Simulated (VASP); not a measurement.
Computed with PBE GGA, VASP's PBE PAW potentials (set 64) (plane waves; VASP).

VASP input:

**KPOINTS**
```
Automatic mesh
0
Gamma
4 4 3
0 0 0
```

### INCAR
```
SYSTEM = Ru
PREC = Accurate
ENCUT = 300
EDIFF = 1E-6
NELM = 100
ALGO = Normal
LREAL = .FALSE.
LASPH = .TRUE.
ISMEAR = -1
SIGMA = 0.05
GGA = PE
LMAXMIX = 4
LWAVE = .FALSE.
LCHARG = .FALSE.
ISIF = 2
```

File POSCAR:
```
Ru
1
    1.3550000000    -2.3469290000     0.0000000000
    1.3550000000     2.3469290000     0.0000000000
    0.0000000000     0.0000000000     4.2800000000
Ru
2
Direct
  0.3333330000   0.6666670000   0.2500000000
  0.6666670000   0.3333330000   0.7500000000
```

POTCAR, in this order: Ru_pv (PBE.64 set). Program: vasp_std.

Problem. What will the output report for the number of irreducible k-points (NKPTS), largest plane-wave count, number of space-group operations, FFT grid (NGX, NGY, NGZ)?

Solution. 
The number of irreducible k-points (NKPTS) is 8 and the largest plane-wave count comes out as 326. The number of space-group operations is 24 and the FFT grid (NGX, NGY, NGZ) comes out as 16 × 16 × 24.

The structure is a typed Ru crystal (P6_3/mmc). The cell was not relaxed at this level. The k-mesh is coarse (spacing up to 0.67 per Å, 2π included), so the numbers may not be converged in it. The run is one of a series of settings (KPOINTS 4×4×3 Γ-centred mesh against the base run), some of them coarse on purpose.
